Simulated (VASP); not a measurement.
Data:

```xyz
1
Lattice="-1.7136 1.7136 1.7136 1.7136 -1.7136 1.7136 1.7136 1.7136 -1.7136" Properties=species:S:1:pos:R:3 pbc="T T T"
Li     0.0000     0.0000     0.0000
```

Method: rev-vdW-DF2, VASP's PBE PAW potentials (set 64) (plane waves; VASP). Settings: 520 eV cut-off, 17×17×17 Γ-centred mesh, tetrahedra with Blöchl corrections, potentials Li_sv.

Task: Estimate the energy per atom (σ→0), band gap (on the k-mesh) with the smallest direct gap where there is one.

Result: 
```yaml
band gap (on the k-mesh): none (metal, semimetal or under 0.01 eV)
energy per atom (σ→0): -1.157 eV/atom
```

The absolute energy has meaning only against runs of the same code, potentials and settings.

The compound is Li in the bcc structure. It was relaxed first, which changed the volume by -5 %.
